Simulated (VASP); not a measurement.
Here is a VASP 6.6.1 calculation.

The input INCAR:

```
  ALGO = Fast
  EDIFF = 1E-6
  EDIFFG = -0.005
  ENCUT = 600
  IBRION = 2
  ISIF = 3
  ISMEAR = 0
  LASPH = True
  LCHARG = False
  LREAL = False
  LWAVE = False
  NELM = 100
  NSW = 70
  PREC = Accurate
  SIGMA = 0.1
```

File KPOINTS:

```
k-points
0
Gamma
  8 8 8
```

The input POSCAR:

```
LaBRh3
1.0
    4.2794591582      0.0000000000      0.0000000000
    0.0000000000      4.2794591582      0.0000000000
    0.0000000000      0.0000000000      4.2794591582
La B Rh
1 1 3
Direct
    0.0000000000      0.0000000000      0.0000000000
    0.5000000000      0.5000000000      0.5000000000
    0.0000000000      0.5000000000      0.5000000000
    0.5000000000      0.0000000000      0.5000000000
    0.5000000000      0.5000000000      0.0000000000
```

Potentials or basis: VASP PAW LDA potentials, release 64 (La, B, Rh_pv).

Run with:

```bash
$ cat potpaw_LDA.64/La/POTCAR potpaw_LDA.64/B/POTCAR potpaw_LDA.64/Rh_pv/POTCAR > POTCAR
$ mpirun -np 1 vasp_std > vasp.out
```

**Question.** Predict the space group after relaxing (to 0.05 Å).

**Answer.** Pm-3m (No. 221).

**Question.** What does it give for the relaxed cell?

**Answer.** a = 4.195 Å, b = 4.195 Å, c = 4.195 Å, α = 90.00°, β = 90.00°, γ = 90.00°.

Final structure:
```xyz
5
Lattice="4.1946 0.0000 0.0000 0.0000 4.1946 0.0000 0.0000 0.0000 4.1946" Properties=species:S:1:pos:R:3 pbc="T T T"
La    0.0000    0.0000    0.0000
B     2.0973    2.0973    2.0973
Rh    0.0000    2.0973    2.0973
Rh    2.0973    0.0000    2.0973
Rh    2.0973    2.0973    0.0000
```

Spin-orbit coupling is left out, which matters for the levels of La. Zero-point motion and thermal expansion aren't in these numbers.
